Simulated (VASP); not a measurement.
Here is the system:

```xyz
2
Lattice="0.0000 2.2482 2.2482 2.2482 0.0000 2.2482 2.2482 2.2482 0.0000" Properties=species:S:1:pos:R:3 pbc="T T T"
Ga     0.0000     0.0000     0.0000
N      1.1241     1.1241     1.1241
```

The numbers are results of PBEsol GGA, VASP's PBE PAW potentials (set 64) (plane waves; VASP), not measurements. Settings: 620 eV cut-off, 10×10×10 Γ-centred mesh, Gaussian smearing of 0.050 eV, potentials Ga_d N.

### Question
Predict the energy per atom (σ→0), band gap (on the k-mesh) with the smallest direct gap where there is one.

### Answer

The band gap (on the k-mesh) comes out as 1.73 eV. The smallest direct gap (on the k-mesh) is 1.73 eV and the energy per atom (σ→0) comes out as -6.563 eV/atom.

The absolute energy has meaning only against runs of the same code, potentials and settings.

The structure was generated: GaN was put into the zinc blende type (F-43m), which need not be its known phase. It was relaxed first.
